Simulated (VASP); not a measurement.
Input:

```
CdZn3S4
1.0
    5.47071     0.00000     0.00000
    0.00000     5.47071     0.00000
    0.00000     0.00000     5.47071
Zn S Cd
3 4 1
Direct
  0.00000   0.00000   0.00000
  0.50000   0.50000   0.00000
  0.50000   0.00000   0.50000
  0.26267   0.23733   0.23733
  0.73733   0.76267   0.23733
  0.73733   0.23733   0.76267
  0.26267   0.76267   0.76267
  0.00000   0.50000   0.50000
```

Method: PBEsol GGA, VASP's PBE PAW potentials (set 64) (plane waves; VASP). Settings: 400 eV cut-off, Gaussian smearing of 0.050 eV, potentials Zn S Cd.

Q: Give the energies of bands 28 to 41 at the high-symmetry points, in eV from the valence-band maximum.

A: 
```json
[
 {"band": "28", "Γ": "-2.27", "X": "-2.81", "M": "-3.90", "R": "-4.99"},
 {"band": "29", "Γ": "-2.27", "X": "-2.81", "M": "-2.70", "R": "-1.15"},
 {"band": "30", "Γ": "-2.27", "X": "-2.62", "M": "-2.41", "R": "-1.15"},
 {"band": "31", "Γ": "-2.19", "X": "-2.56", "M": "-2.40", "R": "-0.90"},
 {"band": "32", "Γ": "-2.19", "X": "-2.45", "M": "-2.40", "R": "-0.90"},
 {"band": "33", "Γ": "-2.19", "X": "-1.37", "M": "-1.25", "R": "-0.90"},
 {"band": "34", "Γ": "0.00", "X": "-1.37", "M": "-0.83", "R": "-0.66"},
 {"band": "35", "Γ": "0.00", "X": "-1.04", "M": "-0.76", "R": "-0.66"},
 {"band": "36", "Γ": "0.00", "X": "-1.04", "M": "-0.76", "R": "-0.66"},
 {"band": "37", "Γ": "1.73", "X": "4.04", "M": "4.48", "R": "3.08"},
 {"band": "38", "Γ": "3.28", "X": "4.11", "M": "4.48", "R": "3.08"},
 {"band": "39", "Γ": "3.28", "X": "4.48", "M": "4.54", "R": "3.08"},
 {"band": "40", "Γ": "3.28", "X": "4.67", "M": "5.12", "R": "3.23"},
 {"band": "41", "Γ": "3.74", "X": "5.48", "M": "5.94", "R": "6.57"}
]
```

The gap is direct, 1.73 eV, from the valence maximum at Γ to the conduction minimum at Γ.

The structure was generated: CdZn3S4 was put into an ordered model structure (P-43m), which need not be its known phase. It was relaxed first.
